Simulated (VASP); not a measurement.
# BeGa (Pm-3m) in VASP: single point with HSE06

Aim: the single point of BeGa with HSE06.

Everything below comes from runs of VASP 6.6.1. Logs are shortened: lines on timing, memory, paths and dates and some standing lists are left out, and cuts for length are marked.

### 1 The crystal as given

It takes space group Pm-3m (No. 221, cubic). The conventional cell has a = 2.859 Å, b = 2.859 Å, c = 2.859 Å, α = 90.00°, β = 90.00°, γ = 90.00°. Around Be (site symmetry m-3m) lie 8 Ga at 2.48 Å. Ga (site symmetry m-3m) is surrounded by 8 Be at 2.48 Å.

The cell was built by a generator and needn't be a form met in nature.

### 2 Single point, HSE06

Input file POSCAR:

```
BeGa
1.0
    2.8585190000      0.0000000000      0.0000000000
    0.0000000000      2.8585190000      0.0000000000
    0.0000000000      0.0000000000      2.8585190000
Be Ga
1 1
Direct
    0.0000000000      0.0000000000      0.0000000000
    0.5000000000      0.5000000000      0.5000000000
```

Input file INCAR.step1:

```
SYSTEM = BeGa
  PREC = Accurate
  ENCUT = 520
  EDIFF = 1E-5
  ISMEAR = -1
  SIGMA = 0.1
  LREAL = .False.
  LASPH = .True.
  NELM = 60
  ALGO = Normal
  ISIF = 2
  LWAVE = .True.
  GGA = PE
  NBANDS = 14
```

Input file INCAR.step2:

```
SYSTEM = BeGa
  PREC = Accurate
  ENCUT = 520
  EDIFF = 1E-6
  ISMEAR = -1
  SIGMA = 0.1
  LREAL = .False.
  LASPH = .True.
  NELM = 60
  ALGO = Normal
  ISIF = 2
  LWAVE = .False.
  LCHARG = .True.
  GGA = PE
  LHFCALC = .True.
  HFSCREEN = 0.2079
  PRECFOCK = Normal
  LELF = .True.
  LVHAR = .True.
  ISTART = 1
  NBANDS = 14
```

Input file KPOINTS:

```
Automatic mesh
0
Gamma
  4 4 4
  0 0 0
```

Potentials or basis: VASP PAW PBE potentials, release 64 (Be, Ga_d).

Command:

```console
> cat potpaw_PBE.64/Be/POTCAR potpaw_PBE.64/Ga_d/POTCAR > POTCAR
> cp INCAR.step1 INCAR
> mpirun -np 1 vasp_std > vasp.out
> cp INCAR.step2 INCAR
> mpirun -np 1 vasp_std > vasp.out
```

OUTCAR:

```text
SYSTEM = BeGa
   PREC = Accurate
   ENCUT = 520
   EDIFF = 1E-6
   ISMEAR = -1
   LREAL = .False.
   LASPH = .True.
   NELM = 60
   ISIF = 2
   GGA = PE
   LHFCALC = .True.
   HFSCREEN = 0.2079
   PRECFOCK = Normal
   ISTART = 1

 ion  position               nearest neighbor table
   1  0.000  0.000  0.000-   2 2.48   2 2.48   2 2.48   2 2.48   2 2.48   2 2.48   2 2.48   2 2.48

   2  0.500  0.500  0.500-   1 2.48   1 2.48   1 2.48   1 2.48   1 2.48   1 2.48   1 2.48   1 2.48

  LATTYP: Found a simple cubic cell.
 ALAT       =     2.8585190000

  Lattice vectors:

 A1 = (   2.8585190000,   0.0000000000,   0.0000000000)
 A2 = (   0.0000000000,   2.8585190000,   0.0000000000)
 A3 = (   0.0000000000,   0.0000000000,   2.8585190000)

Analysis of symmetry for initial positions (statically):
=====================================================================
 Subroutine PRICEL returns:
 Original cell was already a primitive cell.

 Routine SETGRP: Setting up the symmetry group for a
 simple cubic supercell.

 Subroutine GETGRP returns: Found 48 space group operations
 (whereof 48 operations were pure point group operations)
 out of a pool of 48 trial point group operations.

The static configuration has the point symmetry O_h .

Analysis of symmetry for dynamics (positions and initial velocities):
=====================================================================
 Subroutine PRICEL returns:
 Original cell was already a primitive cell.

 Routine SETGRP: Setting up the symmetry group for a
 simple cubic supercell.

 Subroutine GETGRP returns: Found 48 space group operations
 (whereof 48 operations were pure point group operations)
 out of a pool of 48 trial point group operations.

The dynamic configuration has the point symmetry O_h .

 Subroutine INISYM returns: Found 48 space group operations
 (whereof 48 operations are pure point group operations),
 and found     1 'primitive' translations

----------------------------------------------------------------------------------------

                                     Primitive cell

  volume of cell :      23.3573

  direct lattice vectors                    reciprocal lattice vectors
     2.858519000  0.000000000  0.000000000     0.349831504  0.000000000  0.000000000
     0.000000000  2.858519000  0.000000000     0.000000000  0.349831504  0.000000000
     0.000000000  0.000000000  2.858519000     0.000000000  0.000000000  0.349831504

  length of vectors
     2.858519000  2.858519000  2.858519000     0.349831504  0.349831504  0.349831504

  position of ions in fractional coordinates (direct lattice)
     0.000000000  0.000000000  0.000000000
     0.500000000  0.500000000  0.500000000

  ion indices of the primitive-cell ions
   primitive index   ion index
                 1           1
                 2           2

----------------------------------------------------------------------------------------

 KPOINTS: Automatic mesh

Automatic generation of k-mesh.
 Grid dimensions read from file:
 generate k-points for:    4    4    4

 Generating k-lattice:

  Cartesian coordinates                     Fractional coordinates (reciprocal lattice)
     0.087457876  0.000000000  0.000000000     0.250000000  0.000000000  0.000000000
     0.000000000  0.087457876  0.000000000     0.000000000  0.250000000  0.000000000
     0.000000000  0.000000000  0.087457876     0.000000000  0.000000000  0.250000000

  Length of vectors
     0.087457876  0.087457876  0.087457876

  Shift w.r.t. Gamma in fractional coordinates (k-lattice)
     0.000000000  0.000000000  0.000000000

 Subroutine IBZKPT returns following result:
 ===========================================

 Found     10 irreducible k-points:

 Following reciprocal coordinates:
            Coordinates               Weight
  0.000000  0.000000  0.000000      1.000000
  0.250000  0.000000  0.000000      6.000000
  0.500000  0.000000  0.000000      3.000000
  0.250000  0.250000  0.000000     12.000000
  0.500000  0.250000  0.000000     12.000000
  0.500000  0.500000  0.000000      3.000000
  0.250000  0.250000  0.250000      8.000000
  0.500000  0.250000  0.250000     12.000000
  0.500000  0.500000  0.250000      6.000000
  0.500000  0.500000  0.500000      1.000000
   k-points           NKPTS =     10   k-points in BZ     NKDIM =     64   number of bands    NBANDS=     14
   number of dos      NEDOS =    301   number of ions     NIONS =      2
   total plane-waves  NPLWV =  13824
   dimension x,y,z NGX =    24 NGY =   24 NGZ =   24
   dimension x,y,z NGXF=    48 NGYF=   48 NGZF=   48
   ions per type =               1   1
   NGX,Y,Z   is equivalent  to a cutoff of  13.96, 13.96, 13.96 a.u.
   NGXF,Y,Z  is equivalent  to a cutoff of  27.92, 27.92, 27.92 a.u.
 SYSTEM =  BeGa
   PREC   = accura    normal or accurate (medium, high low for compatibility)
   ISTART =      1    job   : 0-new  1-cont  2-samecut
   ICHARG =      0    charge: 1-file 2-atom 10-const
   ISPIN  =      1    spin polarized calculation?
   LNONCOLLINEAR =      F non collinear calculations
   LSORBIT =      F    spin-orbit coupling
   LASPH  =      T    aspherical Exc in radial PAW
   ENCUT  =  520.0 eV  38.22 Ry    6.18 a.u.   5.31  5.31  5.31*2*pi/ulx,y,z
   NELM   =     60;   NELMIN=  2; NELMDL=  0     # of ELM steps
   EDIFF  = 0.1E-05   stopping-criterion for ELM
   LREAL  =      F    real-space projection
   EDIFFG = 0.1E-04   stopping-criterion for IOM
   NSW    =      0    number of steps for IOM
   IBRION =     -1    ionic relax: 0-MD 1-quasi-New 2-CG
   NFREE  =      0    steps in history (QN), initial steepest desc. (CG)
   ISIF   =      2    stress and relaxation
   ISYM   =      3    0-nonsym 1-usesym 2-fastsym
   POTIM  = 0.5000    time-step for ionic-motion
   TEBEG  =    0.0;   TEEND  =   0.0 temperature during run
   PSTRESS=    0.0 pullay stress
   NELECT =      15.0000    total number of electrons
   NUPDOWN=      -1.0000    fix difference up-down
   EMIN   =  10.00;   EMAX   =-10.00  energy-range for DOS
   EFERMI =   0.00;   METHOD = LEGACY
   ISMEAR =    -1;   SIGMA  =   0.10  broadening in eV -4-tet -1-fermi 0-gaus
   EFERMI_NEDOS =   21; number of points for ismear=-14 and -15
   IALGO  =     38    algorithm
   IMIX   =      1    mixing-type and parameters
     AMIX     =   0.40;   BMIX     =  1.00
     AMIX_MAG =   1.60;   BMIX_MAG =  1.00
  volume/ion in A,a.u.               =      11.68        78.81
  Fermi-wavevector in a.u.,A,eV,Ry     =   1.412421  2.669089 27.142713  1.994933
  Thomas-Fermi vector in A             =   2.534171
   LORBIT       =      0    0 simple, 1 ext, 2 COOP (PROOUT), +10 PAW based schemes
   GGA     = PE    functional components
   LHFCALC =     T    Hartree Fock is set to
   PRECFOCK=normal    Normal, Fast or Accurate (Low or Medium for compatibility)
   ENCUT4O =  -1.0   cutoff for four orbital integrals eV
   NKREDX  =     1    reduce k-point grid by
   NKREDY  =     1    reduce k-point grid by
   NKREDZ  =     1    reduce k-point grid by
   AEXX    =    0.2500 exact exchange contribution
   HFSCREEN=    0.2079 screening length (either q_TF or 0.3 A-1)
   HFSCREENC=   0.2079 screening length for correlation (either q_TF or 0.3 A-1)
   ENCUTFOCK=  -1.0 apply spherical cutoff to Coloumb kernel
   IVDW    =     0    specifies the selected vdW correction
   LEPSILON=     F    determine dielectric tensor
   LRPA    =     F    only Hartree local field effects (RPA)
 non-spin polarized calculation
  energy-cutoff  :      520.00
  volume of cell :       23.36
 maximum number of plane-waves:       647
 NGX is ok and might be reduce to    24
  NGX = 16; NGY = 16; NGZ = 16

 number of electron      15.0000011 magnetization

 Free energy of the ion-electron system (eV)
  ---------------------------------------------------
  ext. energy  EPLUGINS =         0.00000000
  ---------------------------------------------------
  free energy    TOTEN  =        -6.24155192 eV

  energy without entropy =       -6.22160248  energy(sigma->0) =       -6.23157720

 E-fermi :   7.2818     XC(G=0):  -9.4834

 val. band max:        7.2474274343   @ k =   0.5000   0.5000   0.2500
 cond. band min:       7.8042566974   @ k =   0.5000   0.5000   0.5000
 fundamental gap:      0.5568292631
 Fermi energy:         7.2817568332

 k-point     1 :       0.0000    0.0000    0.0000
  band No.  band energies     occupation
      1     -10.6446      2.00000
      2     -10.6446      2.00000
      3     -10.2769      2.00000
      4     -10.2769      2.00000
      5     -10.2769      2.00000
      6      -6.5565      2.00000
      7      10.7428      0.00000
      8      10.7428      0.00000
      9      10.7428      0.00000
     10      15.6482      0.00000
     11      15.6482      0.00000
     12      18.0359      0.00000
     13      26.0366      0.00000
     14      26.0366      0.00000

 k-point     2 :       0.2500    0.0000    0.0000
  band No.  band energies     occupation
      1     -10.6272      2.00000
      2     -10.5232      2.00000
      3     -10.3397      2.00000
      4     -10.3397      2.00000
      5     -10.2707      2.00000
      6      -5.3583      2.00000
      7       4.6066      2.00000
      8      12.0753      0.00000
      9      12.0753      0.00000
     10      16.7455      0.00000
     11      17.8719      0.00000
     12      21.7615      0.00000
     13      21.7615      0.00000
     14      21.9937      0.00000
[... 105 lines left out ...]
      1     -10.6004      2.00000
      2     -10.4813      2.00000
      3     -10.4813      2.00000
      4     -10.3259      2.00000
      5     -10.1589      2.00000
      6       3.7582      2.00000
      7       3.7582      2.00000
      8       4.6191      2.00000
      9       7.2474      1.16998
     10      14.2473      0.00000
     11      14.2473      0.00000
     12      14.4873      0.00000
     13      14.7898      0.00000
     14      31.4600      0.00000

 k-point    10 :       0.5000    0.5000    0.5000
  band No.  band energies     occupation
      1     -10.5831      2.00000
      2     -10.5831      2.00000
      3     -10.5831      2.00000
      4     -10.1549      2.00000
      5     -10.1549      2.00000
      6       7.8043      0.01070
      7       7.8043      0.01070
      8       7.8043      0.01070
      9       8.1100      0.00051
     10       8.1100      0.00051
     11       8.1100      0.00051
     12       9.1454      0.00000
     13      12.3800      0.00000
     14      36.4806      0.00000

------------------------ aborting loop because EDIFF is reached ----------------------------------------

  FORCE on cell =-STRESS in cart. coord.  units (eV):
  Direction    XX          YY          ZZ          XY          YZ          ZX
  --------------------------------------------------------------------------------------
  -------------------------------------------------------------------------------------
  Total        1.2552524      1.2552524      1.2552524      0.0000000     -0.0000000      0.0000000
  in kB       86.1030211     86.1030211     86.1030211      0.0000000     -0.0000000      0.0000000
  external PRESSURE =      86.1030211 kB  Pullay stress =       0.0000000 kB

 VOLUME and BASIS-vectors are now :
 -----------------------------------------------------------------------------
  energy-cutoff  :      520.00
  volume of cell :       23.36
      direct lattice vectors                 reciprocal lattice vectors
     2.858519000  0.000000000  0.000000000     0.349831504  0.000000000  0.000000000
     0.000000000  2.858519000  0.000000000     0.000000000  0.349831504  0.000000000
     0.000000000  0.000000000  2.858519000     0.000000000  0.000000000  0.349831504

 POSITION                                       TOTAL-FORCE (eV/Angst)
 -----------------------------------------------------------------------------------
      0.00000      0.00000      0.00000         0.000000      0.000000      0.000000
      1.42926      1.42926      1.42926         0.000000      0.000000      0.000000
 -----------------------------------------------------------------------------------
    total drift:                                0.000000     -0.000000     -0.000000

  FREE ENERGIE OF THE ION-ELECTRON SYSTEM (eV)
  ---------------------------------------------------
  free  energy   TOTEN  =        -6.2415519189 eV

  energy  without entropy=       -6.2216024805  energy(sigma->0) =       -6.23157720
```

Run time: 95 s. Hardware: 1 thread of Intel Xeon Platinum 8488C (Sapphire Rapids), shared host; peak memory 0.24 GiB.

Results:

```
Free energy            : -6.2416 eV
Pressure               : 8.6 GPa
Band gap on the k mesh : none (metal or under the smearing width)
```

Levels at points of the mesh, in eV from the Fermi level:
```
           k point  band 3  band 4  band 5  band 6  band 7  band 8  band 9  band 10  band 11  band 12
(0.00, 0.00, 0.00)  -17.56  -17.56  -17.56  -13.84    3.46    3.46    3.46     8.37     8.37    10.75
(0.50, 0.00, 0.00)  -17.68  -17.68  -17.55   -9.67   -8.01    7.83    7.83     9.61     9.61    11.35
(0.50, 0.50, 0.00)  -17.66  -17.66  -17.44   -5.00   -5.00   -3.86   -0.61     9.63    13.61    13.68
(0.50, 0.50, 0.50)  -17.86  -17.44  -17.44    0.52    0.52    0.52    0.83     0.83     0.83     1.86
```

Caveat: the k mesh is coarse (spacing up to 0.55 Å⁻¹), so the values aren't converged, least of all with exact exchange; the PAW data sets were made with another functional, which shifts forces and pressure a little.
